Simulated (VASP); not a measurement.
Consider the following.

```cif
data_Se3
_chemical_formula_sum 'Se3'
_space_group_name_H-M_alt 'P3121'
_space_group_IT_number 152
_space_group_name_Hall 'P 31 2"'
_cell_length_a 4.50495
_cell_length_b 4.50495
_cell_length_c 5.05026
_cell_angle_alpha 90.000
_cell_angle_beta 90.000
_cell_angle_gamma 120.000
loop_
_atom_site_label
_atom_site_type_symbol
_atom_site_symmetry_multiplicity
_atom_site_Wyckoff_symbol
_atom_site_fract_x
_atom_site_fract_y
_atom_site_fract_z
_atom_site_occupancy
Se1 Se 3 a 0.78013 0.78013 0.00000 1
```

Level of theory: PBE GGA, VASP's PBE PAW potentials (set 64) (plane waves; VASP 6.6.1). Run with 480 eV cut-off, 6×6×6 Γ-centred mesh, Gaussian smearing of 0.050 eV, potentials Se.

Without a dispersion term in the relaxation, distances and binding between the weakly bound layers, chains or molecules are unreliable, and so is what depends on them.

Each relaxation starts from this cell; other phases were not tried.

The cell is relaxed at 5 GPa. What happens?

The volume per atom goes from 29.59 to 22.84 Å³ (-22.8 %), and the cell becomes a = 3.923 Å, b = 3.923 Å, c = 5.140 Å, α = 90.00°, β = 90.00°, γ = 120.00°, space group P3_121. The gap on the mesh goes from 1.00 to 0.30 eV.

The cell is relaxed at 10 GPa. What happens?

The volume per atom goes from 29.59 to 20.86 Å³ (-29.5 %), and the cell becomes a = b = 3.740 Å, c = 5.164 Å, α = β = 90.00°, γ = 120.00°, space group P3_121. The gap on the mesh goes from 1.00 to 0.03 eV.

Failed runs are left out, and for metals the shear rows, which the mesh's noise covers.

The compound is Se in the trig structure.
